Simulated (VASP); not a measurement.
Pd: single point with PBE

Pd, a slab with vacuum:

```xyz
3
Lattice="2.7876 0.0000 0.0000 0.0000 2.7876 0.0000 0.0000 0.0000 19.3873" Properties=species:S:1:pos:R:3 pbc="T T T"
Pd    1.3938    1.3938    4.0000
Pd    0.0000    0.0000    5.9437
Pd    1.3938    1.3938    7.8873
```

The cell isn't the ideal one: the clean substrate in the cell of the map.

```yaml
Program: VASP 6.6.1
Task: single point
Functional: PBE
Potentials_or_basis: VASP PAW PBE potentials, release 64 (Pd)
Cutoff: 520 eV
k_mesh: 10 × 10 × 1
Occupations: gaussian, width 0.1 eV
Spin: no spin polarisation
```

The largest force is 0.013 eV/Å and the band gap on the k mesh is none (metal or under the smearing width).

Forces on the atoms (eV/Å):
```
Pd   0.000  0.000  0.013
Pd   0.000  0.000  0.000
Pd   0.000  0.000 -0.013
```

Levels at points of the mesh, in eV from the Fermi level:
| k point | band 11 | band 12 | band 13 | band 14 | band 15 | band 16 | band 17 | band 18 | band 19 | band 20 |
| --- | --- | --- | --- | --- | --- | --- | --- | --- | --- | --- |
| (0.00, 0.00, 0.00) | -0.92 | -0.92 | -0.89 | -0.31 | 0.01 | 0.06 | 0.06 | 0.68 | 2.64 | 4.93 |
| (0.50, 0.00, 0.00) | -1.07 | -0.70 | -0.28 | -0.26 | -0.04 | 1.80 | 2.20 | 2.33 | 5.05 | 5.35 |
| (0.50, 0.50, 0.00) | -0.44 | -0.16 | 0.29 | 0.54 | 0.54 | 4.77 | 4.77 | 7.85 | 7.85 | 10.21 |

Wall time 65 s on 1 thread of Intel(R) Xeon(R) 6975P-C (Granite Rapids), on a shared host, peak memory 0.27 GiB.
